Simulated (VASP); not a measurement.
A run of VASP 6.6.1 is set up as follows.

INCAR

```
  PREC = Accurate
  ENCUT = 520
  EDIFF = 1E-7
  ISMEAR = -1
  SIGMA = 0.05
  LREAL = False
  LASPH = True
  NELM = 80
  ALGO = Normal
  ISIF = 2
  LWAVE = False
  LCHARG = False
  GGA = PE
  NBANDS = 24
```

KPOINTS

```
Automatic mesh
0
Gamma
  7 5 5
```

The input POSCAR:

```
Mg6ZnB
1.0
    3.8855970000      0.0000000000      0.0000000000
    0.0000000000      4.0472470000      4.8849430000
    0.0000000000     -4.0472470000      4.8849430000
Zn Mg B
1 6 1
Direct
    0.5000000000      0.4296370000      0.4296370000
    0.0000000000      0.6403570000      0.6403570000
    0.0000000000      0.1536790000      0.6167360000
    0.0000000000      0.6167360000      0.1536790000
    0.5000000000      0.8725100000      0.8725100000
    0.5000000000      0.3102060000      0.9535040000
    0.5000000000      0.9535040000      0.3102060000
    0.0000000000      0.0233720000      0.0233720000
```

Potentials or basis: VASP PAW PBE potentials, release 64 (Zn, Mg, B).

Command:

```sh
$ cat potpaw_PBE.64/Zn/POTCAR potpaw_PBE.64/Mg/POTCAR potpaw_PBE.64/B/POTCAR > POTCAR
$ mpirun -np 1 vasp_std > vasp.out
```

Problem. Predict the band gap on the k mesh.

Solution. None (metal or under the smearing width).

Problem. Predict the pressure.

Solution. 0.0 GPa.

Problem. Predict the largest force.

Solution. 0.078 eV/Å.

Forces on the atoms (eV/Å):
```
Zn   0.000  0.000 -0.008
Mg   0.000  0.000 -0.078
Mg   0.000 -0.023  0.065
Mg   0.000  0.023  0.065
Mg   0.000  0.000  0.016
Mg   0.000 -0.004  0.002
Mg   0.000  0.004  0.002
B    0.000  0.000 -0.066
```
